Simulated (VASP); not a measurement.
Data:

```yaml
crystal:
  lattice:
    - [0.00000, 2.13259, 2.13259]
    - [2.13259, 0.00000, 2.13259]
    - [2.13259, 2.13259, 0.00000]
  atoms:
    - { symbol: Ag, position: [0.00000, 0.00000, 0.00000] }
```

The numbers are results of r2SCAN meta-GGA, VASP's PBE PAW potentials (set 64) (plane waves; VASP 6.6.1), not measurements. Numerical set-up: 480 eV cut-off, 14×14×14 Γ-centred mesh, first-order Methfessel-Paxton smearing of 0.10 eV, potentials Ag.

**Question.** Give the stress tensor in GPa (positive for a compressed cell).

**Answer.** 
```
-8.47   0.00   0.00
 0.00  -8.47   0.00
 0.00   0.00  -8.47
```
The pressure is its mean diagonal, -8.47 GPa.

The compound is Ag in the fcc structure. This cell was strained or had an atom moved on purpose.
